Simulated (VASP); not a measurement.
Consider the following.

```
GaN
1.0
    1.60010    -2.77146     0.00000
    1.60010     2.77146     0.00000
    0.00000     0.00000     5.21873
Ga N
2 2
Cartesian
  1.60010  -0.92382   2.61066
  1.60010   0.92382   0.00130
  1.60010  -0.92382   4.57552
  1.60010   0.92382   1.96616
```

These are PBE GGA with D3 dispersion (zero damping), VASP's PBE PAW potentials (set 64) (plane waves; VASP 6.6.1) values and carry that method's errors. Settings: 520 eV cut-off, 9×9×5 Γ-centred mesh, tetrahedra with Blöchl corrections, potentials Ga_d N.

The cores are frozen, which limits the accuracy of field gradients.

### Question
Give the principal components of the electric field gradient (V/Å²) and the asymmetry η at each nucleus.

### Answer

| atom | Vxx | Vyy | Vzz | η |
|---|---|---|---|---|
| Ga1 | -2.3 | -2.3 | 4.6 | 0.00 |
| Ga2 | -2.3 | -2.3 | 4.6 | 0.00 |
| N3 | -0.6 | -0.6 | 1.1 | 0.00 |
| N4 | -0.6 | -0.6 | 1.1 | 0.00 |

The compound is GaN in the wurtzite structure. It was relaxed first.
